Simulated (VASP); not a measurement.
```
CELL_PARAMETERS angstrom
      0.00000     2.27129     2.27129
      2.27129     0.00000     2.27129
      2.27129     2.27129     0.00000
ATOMIC_POSITIONS crystal
  B  0.00000 0.00000 0.00000
  P  0.25000 0.25000 0.25000
```

Computed with optB86b-vdW, VASP's PBE PAW potentials (set 64) (plane waves; VASP). Run with 520 eV cut-off, Gaussian smearing of 0.050 eV, potentials B P.

Question: What does the run give for the band gap (along the path) with the smallest direct gap where there is one?

Answer: 
```
Property                               Result
------------------------------------  -------
band gap (along the path)             1.29 eV
smallest direct gap (along the path)  3.43 eV
```

The compound is BP in the zinc blende structure. It was relaxed first.
